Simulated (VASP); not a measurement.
## Cu (Copper): input slips in a relaxation and what they do

Some relaxations of Cu (Copper) get a fault in the input on purpose. Which of them show, and how? The starting structure is a measured crystal structure from the Crystallography Open Database.

Method: Kohn-Sham DFT with plane waves and PAW; PBEsol, in VASP 6.6.1.

### 1. The structure

Symmetry: Fm-3m, No. 225, cubic system. The conventional cell has a = 3.615 Å, b = 3.615 Å, c = 3.615 Å, α = 90.00°, β = 90.00°, γ = 90.00°. Nearest to Cu lie 12 Cu at 2.56 Å.

Structure file:

```cif
data_structure
_symmetry_space_group_name_H-M 'Fm-3m'
_symmetry_Int_Tables_number 225
_cell_length_a 3.6150
_cell_length_b 3.6150
_cell_length_c 3.6150
_cell_angle_alpha 90.000
_cell_angle_beta 90.000
_cell_angle_gamma 90.000
_cell_volume 47.24
loop_
_atom_site_label
_atom_site_type_symbol
_atom_site_symmetry_multiplicity
_atom_site_Wyckoff_symbol
_atom_site_fract_x
_atom_site_fract_y
_atom_site_fract_z
_atom_site_occupancy
Cu1 Cu 4 a 0.00000 0.00000 0.00000 1
```

### 2. Reference relaxation

This run starts from the cell of an earlier relaxation, which isn't shown; the restart sets up the plane waves anew.

INCAR

```
SYSTEM = Cu
PREC = Accurate
ENCUT = 450
EDIFF = 1E-06
NELM = 100
ISMEAR = 1
SIGMA = 0.1
LREAL = .FALSE.
ALGO = Normal
GGA = PS
NBANDS = 11
LORBIT = 11
LWAVE = .FALSE.
LCHARG = .FALSE.
KPAR = 2
IBRION = 2
NSW = 50
ISIF = 3
EDIFFG = -0.01
```

POSCAR

```
Cu
1.0
    0.0000000000      1.7827478333      1.7827478333
    1.7827478333      0.0000000000      1.7827478333
    1.7827478333      1.7827478333      0.0000000000
Cu
1
Direct
    0.0000000000      0.0000000000      0.0000000000
```

KPOINTS

```
Automatic mesh
0
Gamma
14 14 14
0 0 0
```

The projector-augmented-wave data sets are Cu (PBE family, release 64).

The run is started by

```sh
$ mpirun -np 2 vasp_std
```

Output:

```text
[banner, memory and clock lines left out]
running    2 mpi-ranks, on    1 nodes
 distrk:  each k-point on    1 cores,    2 groups
 distr:  one band on    1 cores,    1 groups

 POSCAR found type information on POSCAR Cu
 POSCAR found :  1 types and       1 ions
|                                                                             |
|               ----> ADVICE to this user running VASP <----                  |
|                                                                             |
|     You enforced a specific xc type in the INCAR file but a different       |
|     [... a line on the potential file left out ...]
|     I HOPE YOU KNOW WHAT YOU ARE DOING!                                     |
|                                                                             |

 LDA part: xc-table for (Slater+PW92), standard interpolation
 POSCAR, INCAR and KPOINTS ok, starting setup
 FFT: planning ... GRIDC
 FFT: planning ... GRID_SOFT
 FFT: planning ... GRID
 WAVECAR not read
 entering main loop
       N       E                     dE             d eps       ncg     rms          rms(c)
DAV:   1     0.374124423546E+02    0.37412E+02   -0.50438E+03  2489   0.153E+03
DAV:   2    -0.448669980159E+01   -0.41899E+02   -0.39061E+02  2339   0.194E+02
DAV:   3    -0.539459206681E+01   -0.90789E+00   -0.90352E+00  2671   0.355E+01
DAV:   4    -0.540013528750E+01   -0.55432E-02   -0.55423E-02  2542   0.242E+00
DAV:   5    -0.540018726973E+01   -0.51982E-04   -0.51982E-04  2585   0.237E-01    0.841E+00
DAV:   6    -0.473388831833E+01    0.66630E+00   -0.17768E+01  2630   0.849E+01    0.411E+00
DAV:   7    -0.432176359726E+01    0.41212E+00   -0.26499E+00  2636   0.326E+01    0.568E-01
DAV:   8    -0.430932540489E+01    0.12438E-01   -0.61355E-03  2644   0.138E+00    0.336E-01
DAV:   9    -0.430727500974E+01    0.20504E-02   -0.11625E-02  2684   0.196E+00    0.225E-02
DAV:  10    -0.430728210994E+01   -0.71002E-05   -0.34687E-05  3148   0.990E-02    0.616E-03
DAV:  11    -0.430728324738E+01   -0.11374E-05   -0.56448E-07  1677   0.147E-02    0.329E-04
DAV:  12    -0.430728324791E+01   -0.53524E-09   -0.57049E-08  1282   0.272E-03
   1 F= -.43072832E+01 E0= -.43072827E+01  d E =-.430728E+01
 curvature:   0.00 expect dE= 0.000E+00 dE for cont linesearch  0.000E+00
 trial: gam= 0.00000 g(F)=  0.000E+00 g(S)=  0.116E-04 ort = 0.000E+00 (trialstep = 0.100E+01)
 search vector abs. value=  0.116E-04
 reached required accuracy - stopping structural energy minimisation
```

Run time: 2.6 s. Hardware: 2 MPI ranks of Intel Xeon 6975P-C (Granite Rapids), shared host; peak memory 0.23 GiB; 4.4 s of CPU time.

The logs omit lines about the potential files and the build; timing stands in the text.

Parts of OUTCAR (step 2):

```text
ion  position               nearest neighbor table
   1  0.000  0.000  0.000-

  LATTYP: Found a face centered cubic cell.
 ALAT       =     3.5654956666

 Subroutine GETGRP returns: Found 48 space group operations
 (whereof 48 operations were pure point group operations)

The static configuration has the point symmetry O_h .

 Found    104 irreducible k-points:

   k-points           NKPTS =    104   k-points in BZ     NKDIM =    104   number of bands    NBANDS=     11

   dimension x,y,z NGX =    18 NGY =   18 NGZ =   18
   dimension x,y,z NGXF=    36 NGYF=   36 NGZF=   36

   ENCUT  =  450.0 eV  33.07 Ry    5.75 a.u.   4.36  4.36  4.36*2*pi/ulx,y,z

   NELECT =      11.0000    total number of electrons

 k-points in reciprocal lattice and weights: Automatic mesh
   0.00000000  0.00000000  0.00000000       0.000
   0.07142857  0.00000000  0.00000000       0.003
   0.14285714  0.00000000  0.00000000       0.003
   0.21428571  0.00000000  0.00000000       0.003
   0.28571429  0.00000000  0.00000000       0.003
   0.35714286  0.00000000  0.00000000       0.003
   0.42857143  0.00000000  0.00000000       0.003
   0.50000000  0.00000000  0.00000000       0.001
   0.07142857  0.07142857  0.00000000       0.002
[...]
-0.28571429  0.42857143  0.21428571       0.009
  -0.28571429  0.50000000  0.21428571       0.004

 average (electrostatic) potential at core
       1 -63.1461

 E-fermi :   7.8886

 k-point     1 :       0.0000    0.0000    0.0000
  band No.  band energies     occupation
    ...
      2       4.7695      2.00000
      3       4.7695      2.00000
      4       4.7695      2.00000
      5       5.6595      2.00000
      6       5.6595      2.00000
      7      30.8360      0.00000
      8      33.7726      0.00000
      9      33.7726      0.00000
     10      33.7726      0.00000
     11      36.2896      0.00000

 k-point     2 :       0.0714    0.0000    0.0000
  band No.  band energies     occupation
    ...
      2       4.7273      2.00000
      3       4.8065      2.00000
      4       4.8065      2.00000
      5       5.6450      2.00000
      6       5.6450      2.00000
      7      29.7118      0.00000
      8      32.0027      0.00000
      9      33.2164      0.00000
     10      33.2164      0.00000
     11      37.1040      0.00000

 k-point     3 :       0.1429    0.0000    0.0000
  band No.  band energies     occupation
    ...
      2       4.6208      2.00000
      3       4.8915      2.00000
      4       4.8915      2.00000
      5       5.6256      2.00000
      6       5.6256      2.00000
      7      26.2159      0.00000
      8      31.4672      0.00000
      9      32.3461      0.00000
     10      32.3461      0.00000
     11      38.1369      0.00000

  Total       -0.0089471     -0.0089471     -0.0089471      0.0000000      0.0000000     -0.0000000
  in kB       -1.2650139     -1.2650139     -1.2650139      0.0000000      0.0000000     -0.0000000
  external PRESSURE =      -1.2650139 kB  Pullay stress =       0.0000000 kB

  energy-cutoff  :      450.00
  volume of cell :       11.33
      direct lattice vectors                 reciprocal lattice vectors
     0.000000000  1.782747833  1.782747833    -0.280465914  0.280465914  0.280465914
     1.782747833  0.000000000  1.782747833     0.280465914 -0.280465914  0.280465914
     1.782747833  1.782747833  0.000000000     0.280465914  0.280465914 -0.280465914

 POSITION                                       TOTAL-FORCE (eV/Angst)
 -----------------------------------------------------------------------------------
      0.00000      0.00000      0.00000         0.000000      0.000000      0.000000
 -----------------------------------------------------------------------------------
    total drift:                                0.000000     -0.000000      0.000000

  FREE ENERGIE OF THE ION-ELECTRON SYSTEM (eV)
  ---------------------------------------------------
  free  energy   TOTEN  =        -4.3072832479 eV

  energy  without entropy=       -4.3072815946  energy(sigma->0) =       -4.30728270

 reached required accuracy - stopping structural energy minimisation

 total charge
# of ion       s       p       d       tot
------------------------------------------
    1        0.465   0.415   9.173  10.053

[... 3 further parts left out ...]
```

CONTCAR:

```
Cu
   1.00000000000000
     0.0000000000000000    1.7827478333000000    1.7827478333000000
     1.7827478333000000    0.0000000000000000    1.7827478333000000
     1.7827478333000000    1.7827478333000000    0.0000000000000000
  Cu
     1
Direct
     0.0000000000000000    0.0000000000000000    0.0000000000000000
```

This run has no spin polarisation. Its electron count is odd, so without a moment it is a metal by construction. The PAW data sets were made with PBE, which is usual practice but a small mismatch for other functionals. The run keeps the 48 symmetry operations of its start, so it cannot find a distortion of lower symmetry.

The reference relaxation ends at 11.332 Å³ an atom.

### 3. Relaxation with too few electronic steps

A slip made on purpose: too few electronic steps. Against step 2 the input has NELM = 4 (also changed: NSW).

INCAR, as its differences from that of step 2:

```diff
@@ -4,3 +4,3 @@
 EDIFF = 1E-06
-NELM = 100
+NELM = 4
 ISMEAR = 1
@@ -16,3 +16,3 @@
 IBRION = 2
-NSW = 50
+NSW = 30
 ISIF = 3
```

POSCAR

```
Cu
1.0
    0.0000000000      1.8075000000      1.8075000000
    1.8075000000      0.0000000000      1.8075000000
    1.8075000000      1.8075000000      0.0000000000
Cu
1
Direct
    0.0000000000      0.0000000000      0.0000000000
```

KPOINTS is that of step 2.

The run is started by

```sh
$ mpirun -np 2 vasp_std
```

Output:

```text
[banner, memory and clock lines left out]
running    2 mpi-ranks, on    1 nodes
[...]
[... a notice as in an earlier step ...]

 LDA part: xc-table for (Slater+PW92), standard interpolation
 POSCAR, INCAR and KPOINTS ok, starting setup
[...]
entering main loop
       N       E                     dE             d eps       ncg     rms          rms(c)
DAV:   1     0.385919592194E+02    0.38592E+02   -0.50116E+03  2470   0.149E+03
DAV:   2    -0.439372255062E+01   -0.42986E+02   -0.39999E+02  2345   0.193E+02
DAV:   3    -0.536985270319E+01   -0.97613E+00   -0.96996E+00  2640   0.365E+01
DAV:   4    -0.537623220898E+01   -0.63795E-02   -0.63784E-02  2576   0.253E+00
|                                                                             |
|           W    W    AA    RRRRR   N    N  II  N    N   GGGG   !!!           |
|           W    W   A  A   R    R  NN   N  II  NN   N  G    G  !!!           |
|           W    W  A    A  R    R  N N  N  II  N N  N  G       !!!           |
[...]
|     EEEEE    RRRRRR   RRRRRR   O     O  RRRRRR       #       #       #      |
|     E        R   R    R   R    O     O  R   R                               |
|     E        R    R   R    R   O     O  R    R      ###     ###     ###     |
|     EEEEEEE  R     R  R     R  OOOOOOO  R     R     ###     ###     ###     |
|                                                                             |
|     Orbital orthonormalization failed in the inversion of matrix            |
|     LAPACK: Routine ZPOTRF failed! kpoint: 1 spin: 1                        |
|                                                                             |
|     Possible solutions for this issue are:                                  |
|     - Please check whether the atoms are too close to each other.           |
|     - Decreasing POTIM might help during relaxations or MDs.                |
|     - Deleting CHGCAR or WAVECAR if incompatible with the structure.        |
|     - Try calculating without symmetrizing (ISYM = 0 or ISYM = -1).         |
|     - As last resort: using a different PAW for some of the atoms.          |
|                                                                             |
|       ---->  I REFUSE TO CONTINUE WITH THIS SICK JOB ... BYE!!! <----       |
|                                                                             |

1
1
```

Run time: 3.4 s. Hardware: 2 MPI ranks.

VASP stopped with this message: “Orbital orthonormalization failed in the inversion of matrix LAPACK: Routine ZPOTRF failed! kpoint: 1 spin: 1”.

### 4. Relaxation with a cutoff far too low

A slip made on purpose: a cutoff far too low. Against step 2 the input has PREC = Normal and ENCUT = 160 (also changed: NELM).

INCAR

```
SYSTEM = Cu
PREC = Normal
ENCUT = 160
EDIFF = 1E-06
NELM = 60
ISMEAR = 1
SIGMA = 0.1
LREAL = .FALSE.
ALGO = Normal
GGA = PS
NBANDS = 11
LORBIT = 11
LWAVE = .FALSE.
LCHARG = .FALSE.
KPAR = 2
IBRION = 2
NSW = 50
ISIF = 3
EDIFFG = -0.01
```

POSCAR is that of step 3.

KPOINTS is that of step 3.

The run is started by

```sh
$ mpirun -np 2 vasp_std
```

Output:

```text
[... set-up lines as in an earlier step ...]
 entering main loop
       N       E                     dE             d eps       ncg     rms          rms(c)
DAV:   1     0.238460986470E+02    0.23846E+02   -0.30493E+03  2471   0.436E+02
DAV:   2     0.487326133472E+01   -0.18973E+02   -0.18018E+02  2426   0.959E+01
DAV:   3     0.474996477397E+01   -0.12330E+00   -0.12322E+00  2509   0.814E+00
DAV:   4     0.474990452966E+01   -0.60244E-04   -0.60244E-04  2420   0.185E-01
[...]
DAV:  11     0.107412909470E+02   -0.59092E-03   -0.24912E-05  2473   0.446E-02    0.217E-02
DAV:  12     0.107411936220E+02   -0.97325E-04   -0.20221E-05  2459   0.424E-02    0.160E-02
DAV:  13     0.107411934553E+02   -0.16678E-06   -0.19582E-08  1255   0.135E-03
   1 F= 0.10741193E+02 E0= 0.10741288E+02  d E =0.107412E+02
[...]
-----------------------------------------------------------------------------
|                                                                             |
|     EEEEEEE  RRRRRR   RRRRRR   OOOOOOO  RRRRRR      ###     ###     ###     |
[...]
|     E        R   R    R   R    O     O  R   R                               |
|     E        R    R   R    R   O     O  R    R      ###     ###     ###     |
|     EEEEEEE  R     R  R     R  OOOOOOO  R     R     ###     ###     ###     |
|                                                                             |
|     Orbital orthonormalization failed in the inversion of matrix            |
|     LAPACK: Routine ZPOTRF failed! kpoint: 1 spin: 1                        |
|                                                                             |
|     Possible solutions for this issue are:                                  |
|     - Please check whether the atoms are too close to each other.           |
|     - Decreasing POTIM might help during relaxations or MDs.                |
|     - Deleting CHGCAR or WAVECAR if incompatible with the structure.        |
|     - Try calculating without symmetrizing (ISYM = 0 or ISYM = -1).         |
|     - As last resort: using a different PAW for some of the atoms.          |
|                                                                             |
|       ---->  I REFUSE TO CONTINUE WITH THIS SICK JOB ... BYE!!! <----       |
|                                                                             |
 -----------------------------------------------------------------------------

1
1
```

Run time: 3 s. Hardware: 2 MPI ranks.

VASP stopped with this message: “Orbital orthonormalization failed in the inversion of matrix LAPACK: Routine ZPOTRF failed! kpoint: 1 spin: 1”.

[end of part 1 of 2]

[Lines on the potential files, build, host, timing and source positions are cut from VASP's logs without a mark.]

[Logs are printed without paths, hosts, clocks, repeated set-up lines and the standing remarks that a program may print on its own settings, such as how far it seeks lower states.]

[Hosts, paths, dates, database ids (printed as entryN), source tags and the programs' standing remarks are cut or masked in the printed files.]
